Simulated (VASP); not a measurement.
Calculation: PBEsol GGA, VASP's PBE PAW potentials (set 64) (plane waves; VASP).

VASP input:

**KPOINTS**
```
Automatic mesh
0
Gamma
9 9 9
0 0 0
```

### POSCAR
```
CdS
1.0
  0.0000000000   2.9183806671   2.9183806671
  2.9183806671   0.0000000000   2.9183806671
  2.9183806671   2.9183806671   0.0000000000
Cd S
1 1
direct
  0.0000000000   0.0000000000   0.0000000000
  0.2500000000   0.2500000000   0.2500000000
```

**INCAR**
```
ALGO = Normal
EDIFF = 1E-7
ENCUT = 520
GGA = PS
ISIF = 2
ISMEAR = -5
LASPH = .TRUE.
LCHARG = .TRUE.
LMAXMIX = 4
LORBIT = 11
LREAL = .FALSE.
LWAVE = .FALSE.
NEDOS = 601
NELM = 100
PREC = Accurate
SYSTEM = CdS
```

POTCAR, in this order: Cd S (PBE.64 set). Program: vasp_std.

Output of the run:

**OSZICAR**
```
       N       E                     dE             d eps       ncg     rms          rms(c)
DAV:   1     0.110442763996E+03    0.11044E+03   -0.93356E+03   934   0.127E+03
DAV:   2    -0.243400973245E+01   -0.11288E+03   -0.10839E+03  1060   0.297E+02
DAV:   3    -0.727702988584E+01   -0.48430E+01   -0.48294E+01  1070   0.638E+01
DAV:   4    -0.731274102318E+01   -0.35711E-01   -0.35704E-01  1040   0.547E+00
DAV:   5    -0.731323889218E+01   -0.49787E-03   -0.49787E-03  1075   0.629E-01    0.806E+00
DAV:   6    -0.683605124863E+01    0.47719E+00   -0.99871E-01  1327   0.149E+01    0.635E+00
DAV:   7    -0.681643215074E+01    0.19619E-01   -0.18018E-01   945   0.353E+00    0.307E+00
DAV:   8    -0.681406091525E+01    0.23712E-02   -0.19714E-02   985   0.214E+00    0.257E-01
DAV:   9    -0.681373322808E+01    0.32769E-03   -0.29838E-03  1055   0.933E-01    0.600E-02
DAV:  10    -0.681377548983E+01   -0.42262E-04   -0.26164E-04   950   0.215E-01    0.648E-02
DAV:  11    -0.681380431017E+01   -0.28820E-04   -0.47010E-05  1003   0.783E-02    0.343E-02
DAV:  12    -0.681381117785E+01   -0.68677E-05   -0.30460E-05   935   0.632E-02    0.806E-03
DAV:  13    -0.681381113413E+01    0.43726E-07   -0.27005E-06  1050   0.188E-02    0.254E-03
DAV:  14    -0.681381123703E+01   -0.10291E-06   -0.24102E-07   937   0.420E-03    0.163E-03
DAV:  15    -0.681381122042E+01    0.16615E-07   -0.10381E-08   595   0.108E-03
   1 F= -.68138112E+01 E0= -.68138112E+01  d E =0.000000E+00
```

File OUTCAR:
```
------------------------ aborting loop because EDIFF is reached ----------------------------------------
  FORCE on cell =-STRESS in cart. coord.  units (eV):
  Direction    XX          YY          ZZ          XY          YZ          ZX
  --------------------------------------------------------------------------------------
  Total        0.0015719      0.0015719      0.0015719      0.0000000      0.0000000     -0.0000000
  in kB        0.0506622      0.0506622      0.0506622      0.0000000      0.0000000     -0.0000000
  external PRESSURE =       0.0506622 kB  Pullay stress =       0.0000000 kB
  volume of cell :       49.71
      direct lattice vectors                 reciprocal lattice vectors
     0.000000000  2.918380667  2.918380667    -0.171327889  0.171327889  0.171327889
     2.918380667  0.000000000  2.918380667     0.171327889 -0.171327889  0.171327889
     2.918380667  2.918380667  0.000000000     0.171327889  0.171327889 -0.171327889
  FREE ENERGIE OF THE ION-ELECTRON SYSTEM (eV)
  ---------------------------------------------------
  free  energy   TOTEN  =        -6.8138112204 eV

  energy  without entropy=       -6.8138112204  energy(sigma->0) =       -6.81381122

 total charge

# of ion       s       p       d       tot
------------------------------------------
    1        0.431   0.331   9.559  10.321
    2        1.318   2.373   0.000   3.691
--------------------------------------------------
tot          1.749   2.704   9.559  14.013
```
(Selected blocks of OUTCAR.)

**OUTCAR**
```
 val. band max:        1.1948400802   @ k =   0.0000   0.0000   0.0000

 cond. band min:       2.1992759877   @ k =   0.0000   0.0000   0.0000


 Fermi energy:         1.2197046287

 k-point     1 :       0.0000    0.0000    0.0000
  band No.  band energies     occupation
      1     -11.1778      2.00000
      2      -6.5265      2.00000
      3      -6.5265      2.00000
      4      -6.5265      2.00000
      5      -6.0408      2.00000
      6      -6.0408      2.00000
      7       1.1948      2.00000
      8       1.1948      2.00000
      9       1.1948      2.00000
     10       2.1993      0.00000
     11       7.6403      0.00000
     12       7.6403      0.00000
     13       7.6403      0.00000

 k-point     2 :       0.1111    0.0000    0.0000
  band No.  band energies     occupation
      1     -11.1270      2.00000
      2      -6.5082      2.00000
      3      -6.5082      2.00000
      4      -6.4857      2.00000
      5      -6.0419      2.00000
      6      -6.0419      2.00000
      7       0.2930      2.00000
      8       1.0953      2.00000
      9       1.0953      2.00000
     10       2.9513      0.00000
     11       7.4083      0.00000
     12       7.8040      0.00000
     13       7.8040      0.00000

 k-point     3 :       0.2222    0.0000    0.0000
  band No.  band energies     occupation
      1     -10.9977      2.00000
      2      -6.4658      2.00000
      3      -6.4658      2.00000
      4      -6.3410      2.00000
      5      -6.0393      2.00000
      6      -6.0393      2.00000
      7      -1.0189      2.00000
      8       0.8582      2.00000
      9       0.8582      2.00000
     10       3.7366      0.00000
     11       7.2976      0.00000
     12       8.1010      0.00000
     13       8.1010      0.00000

 k-point     4 :       0.3333    0.0000    0.0000
  band No.  band energies     occupation
      1     -10.8501      2.00000
      2      -6.4264      2.00000
      3      -6.4264      2.00000
...
```

The compound is CdS in the zinc blende structure, a metastable form; wurtzite is the usual one. It was relaxed first.
